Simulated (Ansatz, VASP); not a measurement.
# Cross-check of WC between VASP and Ansatz, part 2 of 2

Aim: how closely do two programs agree when they are given the same cell, functional and k mesh? The cell is taken from a series of runs on this material, whose earlier steps may have relaxed, scaled, displaced or heated it; both programs get it as it stands.

VASP 6.6.1 and Ansatz 0.2.0.

So far: The structure; VASP: zone-centre phonons, LDA.

### 3. Ansatz: zone-centre phonons, LDA

Level of this step: Ansatz beside VASP: Kohn-Sham DFT, plane waves, LDA (Ansatz).

Ansatz runs on its default PAW (the set named soft_2) files.

The same cell, functional (in two slightly different forms), mesh and smearing now go to Ansatz, which takes its cutoff from its data sets.

input.yaml

```yaml
crystal:
  lattice:
    - [0.0, 2.1612309207, 2.1612309207]
    - [2.1612309207, 0.0, 2.1612309207]
    - [2.1612309207, 2.1612309207, 0.0]
  atoms:
    - { symbol: W, position: [0.0, 0.0, 0.0] }
    - { symbol: C, position: [0.5, 0.5, 0.5] }
kpoints:
  mp_grid: { grid: [16, 16, 16] }
hamiltonian:
  xc: lda
scf:
  occupations: { method: methfessel_paxton, width: 0.15 }
output:
  eigenvalues: true
phonons:
  method: dfpt
  qmesh: [2, 2, 2]
  temperatures: { t_max: 1000, t_step: 50 }
  qpath:
    path:
      - [[0.0, 0.0, 0.0], [0.5, 0.0, 0.5], [0.625, 0.25, 0.625]]
      - [[0.375, 0.375, 0.75], [0.0, 0.0, 0.0], [0.5, 0.5, 0.5], [0.5, 0.25, 0.75], [0.5, 0.0, 0.5]]
    npoints: 10
```

Launch:

```console
ansatz run input.yaml --threads 4 --pin off --max-ram 7168MiB --backend cpu --events-out ev --progress --plain --runs-dir out
```

Numbers of over 12 decimals in the logs are rounded to 6 here.

The program printed:

```text
Engine: ansatz 0.2.0, aarch64-unknown-linux-gnu
Pseudopotentials: kind: paw
Pseudopotential: W, paw, valence charge 14, recommended cutoff 420 eV (normal), W.paw.azcp
Pseudopotential: C, paw, valence charge 4, recommended cutoff 420 eV (normal), C.paw.azcp
Functional definition: SPW92
  exchange = slater_x
  correlation = pw_c
Crystal: 2 atoms, lattice volume = 20.190 Å³
Basis set: ecut = 420 eV, 411 PW (Γ), exchange–correlation on 48×48×48 points (8 copies of the dense FFT grid, shifted against one another)
Bands: 13, of which v1, the nominal top of the filled ones, is band 9 counted from 1 (8 counted from 0)
Symmetry: 48 space group operations
k-points: 145 of 4096
Non-local potential: W, projectors of the file, l = 0: 3, l = 1: 2, l = 2: 2, l = 3: 1
Non-local potential: C, projectors of the file, l = 0: 2, l = 1: 2, l = 2: 1
PAW form: soft (Blöchl's): semilocal exchange-correlation on the pseudo side does not see the compensation charge
PAW frozen core: W, regenerated for the run's functional, and the local potential with it (the file was generated under x = pbe(κ = 0.804, μ = 0.219515), c = pbe(β = 0.066725))
PAW frozen core: C, regenerated for the run's functional, and the local potential with it (the file was generated under x = pbe(κ = 0.804, μ = 0.219515), c = pbe(β = 0.066725))
PAW one-centre angular grid: W, 590 points (default); XC on 64 Gauss nodes
PAW one-centre angular grid: C, 110 points (default); XC on 64 Gauss nodes
Initial density: superposition of atomic densities (neutral atoms: chi_scale 0, normalization atom), corrected by the library's trained network
Initial wavefunctions: pseudopotential atomic-orbital guess
Functional: x = slater, c = lda
SCF iter   1: F=—  HF=-10372.436285 eV  |F-HF|=—  |Δ(HF+E_count)|=         —  Δρ=6.33e-3  dr2=5.34e-3  ethr=1.77e-3  ⟨swp⟩=5.0  Hψ=20639  notcnv=0  defer=105
automatic band count: the SCF goes on with 17 bands, as 13 were too few: the levels above may hold too much charge
preconditioner: auto → none  [metal: Δε(μ)=0.036 eV  Ē_g=15.025 eV  σ=0.150 eV  W_gap=0.20  n_scr=8 (ndim 8)  ℏωp=26.1 eV  f_vac=0.000  D(μ)=1.10/eV (n_scr^D=14)  sad-step TF]
SCF iter   2: F=—  HF=-10372.436112 eV  |F-HF|=—  |Δ(HF+E_count)|=   1.73e-4  S|Δr|=    0.00e0  Δρ=4.20e-3  dr2=3.03e-3  ethr=2.96e-5  ⟨swp⟩=1.0  Hψ=3632  notcnv=0  defer=104
SCF iter   3: F=—  HF=-10372.435610 eV  |F-HF|=—  |Δ(HF+E_count)|=   5.02e-4  S|Δr|=    0.00e0  Δρ=6.64e-4  dr2=4.68e-5  ethr=1.68e-5  ⟨swp⟩=1.6  Hψ=2360  notcnv=0  defer=104
SCF iter   4: F=—  HF=-10372.435600 eV  |F-HF|=—  |Δ(HF+E_count)|=   9.73e-6  S|Δr|=    0.00e0  Δρ=1.58e-4  dr2=4.95e-6  ethr=2.60e-7  ⟨swp⟩=2.1  Hψ=3295  notcnv=0  defer=104
SCF iter   5: F=—  HF=-10372.435598 eV  |F-HF|=—  |Δ(HF+E_count)|=   1.78e-6  S|Δr|=    0.00e0  Δρ=2.31e-5  dr2=5.66e-8  ethr=2.75e-8  ⟨swp⟩=2.1  Hψ=3195  notcnv=0  defer=104
SCF iter   6: F=—  HF=-10372.435598 eV  |F-HF|=—  |Δ(HF+E_count)|=   8.16e-7  S|Δr|=    0.00e0  Δρ=2.11e-6  dr2=3.25e-10  ethr=3.15e-10  ⟨swp⟩=2.0  Hψ=3400  notcnv=0  defer=104
SCF iter   7: F=-10372.435598 eV  HF=-10372.435598 eV  |F-HF|=3.64e-12  |Δ(HF+E_count)|=  7.82e-11  S|Δr|=    0.00e0  Δρ=8.13e-8  dr2=5.84e-13  ethr=1.00e-12  ⟨swp⟩=8.0  Hψ=12686  notcnv=0
SCF 1 converged in 7 iterations: F = -10372.435598 eV  dr2 = 5.84e-13
  greatest PAW one-centre occupation: 1.000 electrons in one spin orbital (limit 2), on the W atom at site 0 (counted from 0), in its partial waves of l = 0
Initial density: read from a saved state, or passed on in memory by an earlier SCF of this step, an earlier step, the calling program or the single point that the run made first
iter 1 solved again at ethr=3.65e-8 eV; its pass at ethr=3.10e-3 eV (dr2=6.57e-6 eV) is discarded
SCF iter   1: F=—  HF=-10372.435597 eV  |F-HF|=—  |Δ(HF+E_count)|=         —  Δρ=4.14e-7  dr2=2.80e-11  ethr=3.65e-8  ⟨swp⟩=3.2  Hψ=14631  notcnv=0
eigensolver tolerance schedule: the retry pair's looser diagonalisation over-reported the residual by 234219.22 of it (diagonalisation noise at an unbounded share of the residual, at the tolerance the schedule requests for it); recorded, not acted on — ethr = c·dr2/N_el stays at c = 1.0e-1
preconditioner: auto → none  [metal: Δε(μ)=0.038 eV  Ē_g=10.137 eV  σ=0.150 eV  W_gap=0.21  n_scr=8 (ndim 8)  ℏωp=26.1 eV  f_vac=0.000  D(μ)=1.09/eV (n_scr^D=14)]
SCF iter   2: F=—  HF=-10372.435598 eV  |F-HF|=—  |Δ(HF+E_count)|=   2.26e-7  S|Δr|=    0.00e0  Δρ=2.66e-7  dr2=1.30e-11  ethr=1.00e-12  ⟨swp⟩=3.7  Hψ=4596  notcnv=0
SCF iter   3: F=-10372.435598 eV  HF=-10372.435598 eV  |F-HF|=7.28e-12  |Δ(HF+E_count)|=  1.82e-12  S|Δr|=    0.00e0  Δρ=1.60e-7  dr2=4.52e-12  ethr=1.00e-12  ⟨swp⟩=3.3  Hψ=4907  notcnv=0
SCF 2 converged in 3 iterations: F = -10372.435598 eV  dr2 = 4.52e-12
phonons: the bands overlap, so this run is a metal and interpolates without the dipole-dipole term. If the crystal is really an insulator or semiconductor, its LO-TO splitting is missing
NSCF: frozen V_eff on 145 k-points
NSCF: frozen V_eff on 349 k-points
DFPT response loops at q = (0, 0, 0) (fractional): preconditioner auto → Kerker (q_TF=auto, 2.677 Å⁻¹) (partly filled bands, converged f_vac=0.000); β = 1.00, the filter's whole step (`scf.mixing.beta` (0.50) is not read by the response loops under this deck's `scf.mixing.preconditioner`; to damp them name `kerker` or `kerker_dos`, under which they read `scf.mixing.beta`, and type it under 1.00, their step now; both keys bind the ground state too); Broyden in place of MSR1
NSCF: frozen V_eff on 2196 k-points
DFPT response loops at q = (0, 0, -0.5) (fractional): mixed as the last ones told, above
NSCF: frozen V_eff on 1242 k-points
DFPT response loops at q = (0, -0.5, -0.5) (fractional): mixed as the last ones told, above
SCF converged after 7 iterations
Stability not checked: this state was not tested for a lower state beside it, because cold or Methfessel-Paxton smearing, or corrected tetrahedra, fill the levels in a way that the test cannot read (fill_not_monotonic; see scf.lower_state_search)
Free energy (F): -10372.435598 eV
Harris-Foulkes:  -10372.435598 eV  (|F-HF|=3.64e-12)
Internal energy: -10372.435101 eV  (E = F + TS)
E sigma→0 (E₀):  -10372.435473 eV
Entropy (-TS):   -0.000496 eV (-0.248 meV/atom)
Fermi energy:    22.536637 eV
--- Per-component energies (eV) ---
  E_band       = -49.886379
  E_kinetic    = 545.480346
  E_local      = -636.222948  (includes V_loc(G=0)·N_el)
  E_nonlocal   = 33.378840
  E_hartree    = 223.074410
  E_xc         = -314.941229
  E_vxc        = -301.066040  (∫ρ·V_xc dr)
  E_paw        = -8401.232413  (= ΣΔE_a)
  E_vpaw       = -137.605347  (= ΣTr[D̂ρ^β])
  E_aug_tail   = -0.000066  (compensation charges beyond the density's cutoff)
  E_ewald      = -1822.318028
  E_core_change = 0.345985  (= ΣΔE_core)
  E_smearing   = -0.000496  (= −TS)
  E_closure    = 0.000000  (closes the sum)
  Σ components = -10372.435598   (vs F -10372.435598, Δ=0.00e0)
--- Band table (eV; the first three rows and the last of 145) ---
  k-point 0: bands = [... 5 lower, 19.5710, 19.5710, 19.5710, 21.3937, 21.3937, 21.3937, 21.4761, 21.4761, ... 4 higher]
  k-point 1: bands = [... 5 lower, 19.1620, 19.4858, 19.4858, 20.3981, 20.3981, 21.5851, 22.7839, 22.7839, ... 4 higher]
  k-point 2: bands = [... 5 lower, 18.2690, 18.7716, 18.7716, 20.3047, 20.3047, 21.9027, 24.2597, 24.2597, ... 4 higher]
  k-point 144: bands = [... 5 lower, 15.9524, 16.2814, 16.2814, 23.0074, 23.0074, 24.9278, 26.1988, 27.8489, ... 4 higher]
--- Phonons (Γ-DFPT): 2 representative perturbations + reference (Σ response iterations 6) ---
  ASR residual: 6.339e-5 → 0.000e0 eV/Å²; symmetrization residual: 1.737e-7 eV/Å²
  ASR residual per site (eV/Å²): 6.34e-5 4.31e-5
  Γ frequencies (cm⁻¹): 0.00 0.00 0.00 421.80 421.80 421.80
--- Phonons (arbitrary-q DFPT): 3 irreducible q on the 2×2×2 mesh ---
  q = [0.0000, 0.0000, 0.0000] (star 1, of the zone-centre solve; hermiticity 4.71e-8, symmetrization 2.48e-13): -0.00 0.00 0.00 421.80 421.80 421.80
  q = [0.0000, 0.0000, -0.5000] (star 4, 2 solved perturbations on 1098 of 4096 k-point pairs; hermiticity 1.14e-14, symmetrization 4.00e-14): 53.15 53.15 140.23 629.09 629.09 700.35
  q = [0.0000, -0.5000, -0.5000] (star 3, 4 solved perturbations in 1940 linear systems a pass and spin channel, the states on 621 of 4096 k-point pairs; hermiticity 5.68e-8, symmetrization 4.02e-14): -156.18 52.37 52.37 543.93 563.36 563.36
  sum rule: each row above includes the acoustic sum rule's correction from the zone centre's row sums; it moved no ω² by more than (0.99 cm⁻¹)²
  mesh force constants: q→R imaginary residual 5.26e-17; ASR residual 6.339e-5 → 0.000e0 eV/Å²; symmetrization residual 6.217e-15 eV/Å²
  interpolated dispersion: 62 rows × 6 modes
  density of states and harmonic sums: on the 26×26×26 q-mesh, interpolated from the force constants of a 2×2×2 supercell (no non-analytic term)
  largest difference from the sums on the solved wave vectors: F 1.09e-2 eV, S 1.33e-5 and C_V 6.50e-6 eV/K
  zero-point energy: 0.120142 eV/cell   skipped modes (ω ≤ 0): 371, of them read as no rigid motion or as one in doubt: 368 (7.775e-1 modes/cell left out, lowest -156.18 cm⁻¹)   left out of the sums: 1.30e-1 of the cell's modes: C_V's classical limit lies that fraction below 3 k_B per atom; for a crystal, a wire or a layer, F and S can be off by more, and a phonons.interpolated_qmesh denser along its periods is the remedy for the sampling
```

### 4. Comparison

Known differences besides the potentials themselves: the two LDA forms differ slightly; VASP's run holds the zone centre alone; the data sets hold 18 valence electrons in Ansatz (on its default PAW (the set named soft_2) files) and 10 in VASP; the cutoff is 420 eV in Ansatz and 600 eV in VASP; VASP's log shows a relativistic correction to its local exchange, Ansatz's none. Total energies have different zeros and are not compared.

Both answers:

| quantity | Ansatz | VASP | difference |
| --- | --- | --- | --- |
| optical mode 1 to 3 (cm⁻¹) | 421.8 | 431.0 | -2.13 % |

Modes are paired by rising frequency, not by their patterns, so a pair may set unlike modes beside each other; they are those without the splitting of longitudinal modes.

### 5. What came out

* r.m.s. difference of the optical zone-centre modes, each program's sorted by frequency (zone-centre phonons, LDA): 9.2 cm⁻¹
* difference in optical mode 1 to 3 (zone-centre phonons, LDA): -2.1 %

What this shows: The r.m.s. difference of the optical zone-centre modes, each program's sorted by frequency is 9.2 cm⁻¹ (zone-centre phonons, LDA). The data sets hold unlike numbers of valence electrons (18 in Ansatz and 10 in VASP), so part of the differences comes from the potentials. Among the rows given in per cent, the largest difference of the zone-centre phonons, LDA pair is in optical mode 1 to 3, -2.1 %. 1 further run of this series is not shown here. How closely two codes agree says nothing of how well the functional describes the real material.

[Lines on the potential files, build, host, timing and source positions are cut from VASP's logs without a mark.]

[Logs are printed without paths, hosts, clocks, repeated set-up lines and the standing remarks that a program may print on its own settings, such as how far it seeks lower states.]

[Hosts, paths, dates, database ids (printed as entryN), source tags and the programs' standing remarks are cut or masked in the printed files.]
